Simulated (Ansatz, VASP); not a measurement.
# One calculation of ScIr, two programs

File INCAR:

```
SYSTEM = ScIr
ALGO = Normal
EDIFF = 1E-7
ENCUT = 520
GGA = CA
ISIF = 2
ISMEAR = 0
LASPH = .True.
LCHARG = .False.
LREAL = .False.
LWAVE = .False.
NBANDS = 17
NELM = 100
PREC = Accurate
SIGMA = 0.15
```

File KPOINTS:

```
k-points
0
Gamma
  14 14 14
  0 0 0
```

The input POSCAR:

```
ScIr
1.0
    3.2060000000      0.0000000000      0.0000000000
    0.0000000000      3.2060000000      0.0000000000
    0.0000000000      0.0000000000      3.2060000000
Sc Ir
1 1
Direct
    0.5000000000      0.5000000000      0.5000000000
    0.0000000000      0.0000000000      0.0000000000
```

Input for Ansatz:

```yaml
crystal:
  lattice:
    - [3.206, 0.0, 0.0]
    - [0.0, 3.206, 0.0]
    - [0.0, 0.0, 3.206]
  atoms:
    - { symbol: Sc, position: [0.5, 0.5, 0.5] }
    - { symbol: Ir, position: [0.0, 0.0, 0.0] }
basis:
  ecutwfc: 420
kpoints:
  mp_grid: { grid: [14, 14, 14] }
hamiltonian:
  xc: lda
scf:
  occupations: { method: gaussian, width: 0.15 }
  lower_state_search: light
output:
  forces: true
  eigenvalues: true
  stress: true
```

Alike in both runs: task single point; functional LDA; k mesh 14 × 14 × 14; occupations gaussian, width 0.15 eV; no spin polarisation.

|  | VASP | Ansatz |
| --- | --- | --- |
| version | VASP 6.6.1 | Ansatz 0.2.0 |
| potentials or method | VASP PAW LDA potentials, release 64 (Sc_sv, Ir) | scalar-relativistic, plane waves, PAW |
| plane-wave cutoff (eV) | 520 | 420 |
| valence electrons in the cell | 20 | 28 |

```csv
,VASP,Ansatz,Ansatz less VASP
gap on the k mesh at the Fermi level (eV),none,none,-
pressure (GPa),-6.6,-7.4,-0.85
```

A gap of «none» marks a metal or a gap that the smearing closes. The two sets of potentials don't hold the same shells in valence.

Spin-orbit coupling is left out, which matters for the levels of Ir.
